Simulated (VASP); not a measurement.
Wanted: the native input for a VASP 6.6.1 run.

| Quantity | Value |
| --- | --- |
| Task | single point |
| Functional | PBE |
| Potentials or basis | VASP PAW PBE potentials, release 64 (Be, In_d, Cu) |
| Cutoff | 520 eV |
| k mesh | 4 × 4 × 4, shifted |
| Occupations | methfessel-paxton, width 0.1 eV |
| Spin | no spin polarisation |
| Dipole correction | no |
| Further INCAR settings | ALGO = Normal; EDIFF = 1e-06; NBANDS = 25; ISYM = 0 |

The structure of Be4InCu lies in POSCAR:

```
Be4InCu
1.0
    0.0000000000      3.1920400000      3.1920400000
    3.1920400000      0.0000000000      3.1920400000
    3.1920400000      3.1920400000      0.0000000000
Be In Cu
4 1 1
Direct
    0.3763010000      0.3763010000      0.3763010000
    0.8710960000      0.3763010000      0.3763010000
    0.3763010000      0.3763010000      0.8710960000
    0.3763010000      0.8710960000      0.3763010000
    0.0000000000      0.0000000000      0.0000000000
    0.7500000000      0.7500000000      0.7500000000
```

The cell comes from a database or a generator and needn't be the stable form of this composition.

The input as run:

INCAR

```
SYSTEM = Be4InCu
PREC     = Accurate       ! precision mode
ENCUT    = 520            ! plane-wave cutoff, eV
EDIFF    = 1E-6           ! SCF threshold, eV
ISMEAR   = 1              ! smearing method
SIGMA    = 0.1            ! smearing width, eV
LREAL    = .False.        ! projectors in reciprocal space
LASPH    = .True.         ! aspherical terms in the spheres
NELM     = 100            ! most SCF steps
ALGO     = Normal         ! electronic algorithm
ISIF     = 2              ! what is computed and relaxed
LWAVE    = .False.        ! write WAVECAR
LCHARG   = .False.        ! write CHGCAR
GGA      = PE             ! functional
NBANDS   = 25             ! bands
ISYM     = 0
```

KPOINTS

```
Automatic mesh
0
Gamma
  4 4 4
  0.5 0.5 0.5
```

Potentials or basis: VASP PAW PBE potentials, release 64 (Be, In_d, Cu).

Command:

```console
$ cat potpaw_PBE.64/Be/POTCAR potpaw_PBE.64/In_d/POTCAR potpaw_PBE.64/Cu/POTCAR > POTCAR
$ mpirun -np 1 vasp_std > vasp.out
```

It gave:

| Item | Value |
| --- | --- |
| Pressure | 0.9 GPa |
| Largest force | 0.040 eV/Å |
| Band gap on the k mesh | none (metal or under the smearing width) |

Caveat: the k mesh is coarse (spacing up to 0.43 Å⁻¹), so the values aren't converged.

Run time: 2.9 min on 1 thread of AMD EPYC 9R45 96-Core Processor (Zen 5), with other jobs on the host, peak memory 0.33 GiB.
